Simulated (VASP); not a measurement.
Runs of VASP 6.6.1 on F2AlI. The cell holds a molecule in a box, 4 atoms: a = 12.000 Å, b = 12.000 Å, c = 12.000 Å, α = 90.00°, β = 90.00°, γ = 90.00°. 

```csv
task,level,potentials or basis,cutoff (eV),grid for exact exchange (PRECFOCK),exchange at q = 0,gap on the mesh (eV),largest force (eV/Å)
single point,PBE0+D3(BJ),"VASP PAW PBE potentials, release 64 (F, Al, I)",520,Fast,truncated,6.68,0.13
electron localisation function,PBE,"VASP PAW PBE potentials, release 64 (F, Al, I)",520,-,-,4.72,0.63
single point,PBE,"VASP PAW PBE potentials, release 64 (F, Al, I)",520,-,-,4.72,0.63
single point,RPBE+D3(BJ),"VASP PAW PBE potentials, release 64 (F, Al, I)",520,-,-,4.77,0.83
single point,revPBE+D4,"VASP PAW PBE potentials, release 64 (F, Al, I)",520,-,-,(b),0.78
atomic charges,PBE+TS,"VASP PAW PBE potentials, release 64 (F, Al, I)",520,-,-,4.72,0.64
single point,B3LYP+D3(BJ),"VASP PAW PBE potentials, release 64 (F_h, Al, I)",900,Normal,truncated,6.14,0.22
single point,vdW-DF2,"VASP PAW PBE potentials, release 64 (F, Al, I)",520,-,-,4.41,(a)
```

Alike in all rows: no spin polarisation; cell as given; k mesh 1 × 1 × 1; smearing gaussian 0.01 eV.

**Question.** Estimate the missing entries.

**Answer.** (a) 1.01; (b) 4.79.

Caveats: spin-orbit coupling is left out, which moves the levels of the heavy elements; the PAW data sets were made with another functional, which shifts forces and pressure a little (some runs).

A k mesh can miss the band edges, and the runs leave out spin-orbit coupling on I.

Not every run made on this cell is shown here.
